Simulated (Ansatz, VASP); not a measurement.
## Cross-check of C between VASP and Ansatz

One calculation is typed for both programs; each brings its own data sets. How far apart do they land? The cell is taken from a series of runs on this material, whose earlier steps may have relaxed, scaled, displaced or heated it; both programs get it as it stands.

Program: Ansatz 0.2.0. Level of theory: plane waves, with VASP 6.6.1 beside it; zone-centre phonons at LDA. Results are calculated unless marked as measured.

**1. The structure**

The cell holds 2 atoms: 2 C. Its edges and angles: a = 2.443 Å, b = 2.443 Å, c = 13.000 Å, α = 90.0°, β = 90.0°, γ = 120.0°. Vacuum lies along c.

As a file:

```xyz
2
Lattice="2.4428 0.0000 0.0000 -1.2214 2.1155 0.0000 0.0000 0.0000 13.0000" Properties=species:S:1:pos:R:3
C     0.0000    1.4104    6.5000
C     1.2214    0.7052    6.5000
```

**2. VASP: zone-centre phonons, LDA**

Second derivatives magnify differences that forces hide, and they need a tight electronic threshold.

Lines of VASP's logs that name or quote its potential files are left out, and so is its time.

INCAR reads:

```
SYSTEM = C
PREC = Accurate
ENCUT = 600
EDIFF = 1E-08
NELM = 120
ISMEAR = 0
SIGMA = 0.27211
LREAL = .FALSE.
ALGO = Normal
GGA = PW92
NBANDS = 10
LORBIT = 11
LWAVE = .FALSE.
LCHARG = .FALSE.
ISIF = 2
IBRION = 8
LASPH = .TRUE.
GGA_COMPAT = .FALSE.
NELMDL = -8
```

POSCAR reads:

```
C
1.0
    2.4428069448      0.0000000000      0.0000000000
   -1.2214034727      2.1155328706      0.0000000000
    0.0000000000      0.0000000000     13.0000000089
C
2
Direct
    0.3333333334      0.6666666668      0.5000000000
    0.6666666668      0.3333333334      0.5000000000
```

KPOINTS reads:

```
Automatic mesh
0
Gamma
18 18 1
0 0 0
```

Potentials, in the order of the species: C (LDA family, release 64).

On the command line:

```sh
$ mpirun -np 1 vasp_std
```

The program printed:

```text
[banner, memory and clock lines left out]
running    1 mpi-ranks, on    1 nodes
 distrk:  each k-point on    1 cores,    1 groups
 distr:  one band on    1 cores,    1 groups

 POSCAR found type information on POSCAR C
 POSCAR found :  1 types and       2 ions
|                                                                             |
|               ----> ADVICE to this user running VASP <----                  |
|                                                                             |
|     You enforced a specific xc type in the INCAR file but a different       |
|     [... a line on the potential file left out ...]
|     I HOPE YOU KNOW WHAT YOU ARE DOING!                                     |
|                                                                             |

 LDA part: xc-table for (Slater(with rela. corr.)+PW92), standard interpolation
 POSCAR, INCAR and KPOINTS ok, starting setup
 FFT: planning ... GRIDC
 FFT: planning ... GRID_SOFT
 FFT: planning ... GRID
 WAVECAR not read
 entering main loop
       N       E                     dE             d eps       ncg     rms          rms(c)
DAV:   1     0.488478381096E+02    0.48848E+02   -0.37601E+03   740   0.682E+02
DAV:   2    -0.172723454610E+02   -0.66120E+02   -0.56888E+02   936   0.144E+02
DAV:   3    -0.217133519155E+02   -0.44410E+01   -0.44248E+01  1000   0.438E+01
DAV:   4    -0.217763739705E+02   -0.63022E-01   -0.62998E-01  1084   0.588E+00
DAV:   5    -0.217769781714E+02   -0.60420E-03   -0.60410E-03  1112   0.455E-01
DAV:   6    -0.217769811674E+02   -0.29960E-05   -0.29956E-05  1072   0.247E-02
DAV:   7    -0.217769811756E+02   -0.82125E-08   -0.84072E-08  1104   0.168E-03
DAV:   8    -0.217769811755E+02    0.10959E-09   -0.28853E-09  1080   0.179E-04    0.669E+00
DAV:   9    -0.206331912304E+02    0.11438E+01   -0.10825E+00   842   0.620E+00    0.382E+00
DAV:  10    -0.202193672886E+02    0.41382E+00   -0.13517E+00   948   0.683E+00    0.993E-01
DAV:  11    -0.202119171682E+02    0.74501E-02   -0.31857E-02   944   0.119E+00    0.170E-01
DAV:  12    -0.202110853733E+02    0.83179E-03   -0.72769E-04  1048   0.180E-01    0.120E-01
DAV:  13    -0.202071028012E+02    0.39826E-02   -0.57550E-03   830   0.318E-01    0.138E-01
DAV:  14    -0.202068293712E+02    0.27343E-03   -0.27675E-04   946   0.936E-02    0.598E-02
DAV:  15    -0.202084624784E+02   -0.16331E-02   -0.55397E-04   904   0.118E-01    0.679E-02
DAV:  16    -0.202091360471E+02   -0.67357E-03   -0.13430E-04   848   0.544E-02    0.163E-02
DAV:  17    -0.202094402294E+02   -0.30418E-03   -0.43598E-05   822   0.287E-02    0.185E-02
DAV:  18    -0.202094979561E+02   -0.57727E-04   -0.36815E-06   804   0.939E-03    0.282E-03
DAV:  19    -0.202095106509E+02   -0.12695E-04   -0.76755E-07   824   0.301E-03    0.424E-03
DAV:  20    -0.202095123024E+02   -0.16515E-05   -0.52930E-08   856   0.109E-03    0.154E-04
DAV:  21    -0.202095126615E+02   -0.35907E-06   -0.10313E-08   838   0.483E-04    0.128E-04
DAV:  22    -0.202095127812E+02   -0.11972E-06   -0.26919E-09   820   0.221E-04    0.285E-05
DAV:  23    -0.202095127835E+02   -0.23597E-08   -0.38282E-11   984   0.390E-05
   1 F= -.20209513E+02 E0= -.20208565E+02  d E =-.189552E-02
 Linear response reoptimize wavefunctions to high precision
DAV:   1    -0.202095127842E+02   -0.71691E-09   -0.11486E-11   828   0.161E-05
DAV:   2    -0.202095127843E+02   -0.11369E-10   -0.14878E-12  1092   0.191E-06
 Linear response DOF=           2
 Linear response progress:
  Degree of freedom:   1/  2
       N       E                     dE             d eps       ncg     rms          rms(c)
RMM:   1    -0.128041910213E+00   -0.12804E+00    0.41009E-03  7053   0.229E+00
RMM:   2    -0.117668697537E+00    0.10373E-01   -0.40930E-03  5889   0.477E-01    0.249E-01
RMM:   3    -0.117589691079E+00    0.79006E-04   -0.76030E-04  4964   0.203E-01    0.134E-01
RMM:   4    -0.118704317802E+00   -0.11146E-02   -0.79127E-04  4973   0.198E-01    0.146E-02
RMM:   5    -0.118640461348E+00    0.63856E-04   -0.21974E-05  5330   0.312E-02    0.169E-03
RMM:   6    -0.118643073308E+00   -0.26120E-05   -0.13747E-06  5989   0.545E-03    0.641E-04
RMM:   7    -0.118635769371E+00    0.73039E-05   -0.12427E-06  5743   0.233E-03    0.222E-04
RMM:   8    -0.118638115222E+00   -0.23459E-05   -0.93904E-07  6197   0.141E-03    0.279E-05
RMM:   9    -0.118637949039E+00    0.16618E-06   -0.14060E-06  6637   0.106E-03    0.854E-06
RMM:  10    -0.118637925541E+00    0.23498E-07   -0.68480E-07  6780   0.957E-04    0.388E-06
RMM:  11    -0.118637914821E+00    0.10721E-07   -0.90742E-07  6782   0.928E-04    0.245E-06
RMM:  12    -0.118637901907E+00    0.12914E-07   -0.11673E-06  6813   0.920E-04    0.134E-06
RMM:  13    -0.118637895873E+00    0.60344E-08   -0.11875E-06  6506   0.917E-04    0.486E-07
RMM:  14    -0.118637891394E+00    0.44784E-08   -0.11472E-06  6763   0.916E-04    0.224E-07
RMM:  15    -0.118637892027E+00   -0.63279E-09   -0.11605E-06  6621   0.916E-04    0.211E-07
RMM:  16    -0.118637891963E+00    0.63699E-10   -0.11502E-06  6858   0.915E-04    0.104E-07
RMM:  17    -0.118637892674E+00   -0.71072E-09   -0.11820E-06  6751   0.915E-04    0.115E-07
RMM:  18    -0.118637891339E+00    0.13353E-08   -0.11052E-06  6621   0.915E-04    0.101E-07
RMM:  19    -0.118637891378E+00   -0.39612E-10   -0.11956E-06  6709   0.915E-04    0.112E-07
 first order change of Fermi-energy   0.10668E-05
 force on displaced ion       1 direction 1 : -55.677  -0.000   0.000
 Linear response progress:
  Degree of freedom:   2/  2
       N       E                     dE             d eps       ncg     rms          rms(c)
RMM:   1    -0.145379505460E+00   -0.14538E+00    0.62929E-02  1257   0.209E+00
RMM:   2    -0.145683372612E+00   -0.30387E-03   -0.20889E-03  1247   0.312E-01    0.198E-01
RMM:   3    -0.145448164279E+00    0.23521E-03   -0.65047E-04  1152   0.167E-01    0.102E-01
RMM:   4    -0.145721227974E+00   -0.27306E-03   -0.31056E-04  1249   0.115E-01    0.196E-02
RMM:   5    -0.145589681853E+00    0.13155E-03   -0.19695E-05  1289   0.257E-02    0.238E-03
RMM:   6    -0.145586404922E+00    0.32769E-05   -0.11072E-06  1363   0.468E-03    0.964E-04
RMM:   7    -0.145578465536E+00    0.79394E-05   -0.80699E-07  1294   0.212E-03    0.316E-04
RMM:   8    -0.145586648797E+00   -0.81833E-05   -0.80921E-07  1259   0.173E-03    0.204E-04
RMM:   9    -0.145584685491E+00    0.19633E-05   -0.74660E-07  1316   0.115E-03    0.107E-04
RMM:  10    -0.145585204482E+00   -0.51899E-06   -0.75200E-07  1604   0.113E-03    0.348E-05
RMM:  11    -0.145585217936E+00   -0.13454E-07   -0.74878E-07  1620   0.918E-04    0.230E-05
RMM:  12    -0.145585234729E+00   -0.16793E-07   -0.24432E-07  1651   0.813E-04    0.673E-06
RMM:  13    -0.145585206695E+00    0.28034E-07   -0.21145E-06  1633   0.740E-04    0.443E-06
RMM:  14    -0.145585224922E+00   -0.18226E-07   -0.17330E-07  1532   0.701E-04    0.279E-06
RMM:  15    -0.145585225633E+00   -0.71129E-09   -0.13414E-06  1511   0.709E-04    0.258E-06
RMM:  16    -0.145585221553E+00    0.40802E-08   -0.13724E-07  1494   0.695E-04    0.126E-06
RMM:  17    -0.145585221600E+00   -0.47386E-10   -0.61969E-07  1437   0.690E-04    0.188E-06
RMM:  18    -0.145585222124E+00   -0.52354E-09   -0.53337E-07  1374   0.687E-04    0.185E-06
RMM:  19    -0.145585222655E+00   -0.53139E-09   -0.67992E-07  1352   0.686E-04    0.193E-06
RMM:  20    -0.145585222247E+00    0.40743E-09   -0.65489E-07  1354   0.685E-04    0.187E-06
 first order change of Fermi-energy   0.19779E-04
 force on displaced ion       1 direction 3 :  -0.000   0.000 -17.748
 Linear response finished
```

Parts of OUTCAR (step 2):

```text
ion  position               nearest neighbor table
   1  0.333  0.667  0.500-   2 1.41   2 1.41   2 1.41
   2  0.667  0.333  0.500-   1 1.41   1 1.41   1 1.41

  LATTYP: Found a hexagonal cell.
 ALAT       =     2.4428069448
 C/A-ratio  =     5.3217467867

 Subroutine GETGRP returns: Found 24 space group operations
 (whereof 24 operations were pure point group operations)

The static configuration has the point symmetry D_6h.

 Found     37 irreducible k-points:

   k-points           NKPTS =     37   k-points in BZ     NKDIM =     37   number of bands    NBANDS=     10

   dimension x,y,z NGX =    20 NGY =   20 NGZ =  108
   dimension x,y,z NGXF=    40 NGYF=   40 NGZF=  216

   ENCUT  =  600.0 eV  44.10 Ry    6.64 a.u.   4.88  4.88 25.96*2*pi/ulx,y,z

   NELECT =       8.0000    total number of electrons

 k-points in reciprocal lattice and weights: Automatic mesh
   0.00000000  0.00000000  0.00000000       0.003
   0.05555556  0.00000000  0.00000000       0.019
   0.11111111  0.00000000  0.00000000       0.019
   0.16666667  0.00000000  0.00000000       0.019
   0.22222222  0.00000000  0.00000000       0.019
   0.27777778  0.00000000  0.00000000       0.019
   0.33333333 -0.00000000  0.00000000       0.019
   0.38888889 -0.00000000  0.00000000       0.019
   0.44444444  0.00000000  0.00000000       0.019
[...]
0.33333333  0.27777778  0.00000000       0.037
   0.33333333  0.33333333  0.00000000       0.006

 average (electrostatic) potential at core
       1 -61.6235       2 -61.6235

  Total        0.1159315      0.1159315     -0.0435019     -0.0000000      0.0000000      0.0000000
  in kB        2.7647755      2.7647755     -1.0374473     -0.0000000      0.0000000      0.0000000
  external PRESSURE =       1.4973679 kB  Pullay stress =       0.0000000 kB

  energy-cutoff  :      600.00
  volume of cell :       67.18
      direct lattice vectors                 reciprocal lattice vectors
     2.442806945  0.000000000  0.000000000     0.409365137  0.236347072  0.000000000
    -1.221403473  2.115532871  0.000000000     0.000000000  0.472694144  0.000000000
     0.000000000  0.000000000 13.000000009     0.000000000  0.000000000  0.076923077

 POSITION                                       TOTAL-FORCE (eV/Angst)
 -----------------------------------------------------------------------------------
     -0.00000      1.41036      6.50000        -0.000000      0.000000      0.000000
      1.22140      0.70518      6.50000         0.000000      0.000000      0.000000
 -----------------------------------------------------------------------------------
    total drift:                               -0.000000     -0.000000      0.000000

 Eigenvectors and eigenvalues of the dynamical matrix
 ----------------------------------------------------

   1 f  =   47.600828 THz   299.084821 2PiTHz 1587.792701 cm-1   196.861117 meV
             X         Y         Z           dx          dy          dz
     -0.000000  1.410355  6.500000     0.595301   -0.381598   -0.000000
      1.221403  0.705178  6.500000    -0.595301    0.381598   -0.000000

   2 f  =   47.600828 THz   299.084821 2PiTHz 1587.792701 cm-1   196.861117 meV
             X         Y         Z           dx          dy          dz
     -0.000000  1.410355  6.500000     0.381598    0.595301    0.000000
      1.221403  0.705178  6.500000    -0.381598   -0.595301    0.000000

   3 f  =   26.875287 THz   168.862405 2PiTHz  896.463063 cm-1   111.147204 meV
             X         Y         Z           dx          dy          dz
     -0.000000  1.410355  6.500000    -0.000000    0.000000   -0.707107
      1.221403  0.705178  6.500000     0.000000    0.000000    0.707107

   4 f/i=    0.000000 THz     0.000002 2PiTHz    0.000013 cm-1     0.000002 meV
             X         Y         Z           dx          dy          dz
     -0.000000  1.410355  6.500000     0.665981   -0.220746    0.087981
      1.221403  0.705178  6.500000     0.665981   -0.220746    0.087981

   5 f/i=    0.000001 THz     0.000004 2PiTHz    0.000020 cm-1     0.000002 meV
             X         Y         Z           dx          dy          dz
     -0.000000  1.410355  6.500000    -0.169809   -0.258942    0.635700
      1.221403  0.705178  6.500000    -0.169809   -0.258942    0.635700

   6 f/i=    0.000001 THz     0.000005 2PiTHz    0.000026 cm-1     0.000003 meV
             X         Y         Z           dx          dy          dz
     -0.000000  1.410355  6.500000     0.166235    0.619855    0.296893
      1.221403  0.705178  6.500000     0.166235    0.619855    0.296893

 ELASTIC MODULI CONTR FROM IONIC RELAXATION (kBar)
 Direction    XX          YY          ZZ          XY          YZ          ZX
 --------------------------------------------------------------------------------
 XX         -62.0433     62.0433     -0.0000      0.0000      0.0000     -0.0000
 YY          62.0433    -62.0433     -0.0000      0.0000     -0.0000      0.0000
 ZZ          -0.0000     -0.0000     -0.0000      0.0000     -0.0000      0.0000
 XY           0.0000      0.0000      0.0000    -62.0433      0.0000     -0.0000
 YZ           0.0000     -0.0000     -0.0000      0.0000     -0.0000      0.0000
 ZX          -0.0000      0.0000      0.0000     -0.0000      0.0000     -0.0000
 --------------------------------------------------------------------------------
```

(Part 1 of 2 ends here.)

[Lines on the potential files, build, host, timing and source positions are cut from VASP's logs without a mark.]

[Logs are printed without paths, hosts, clocks, repeated set-up lines and the standing remarks that a program may print on its own settings, such as how far it seeks lower states.]

[Hosts, paths, dates, database ids (printed as entryN), source tags and the programs' standing remarks are cut or masked in the printed files.]
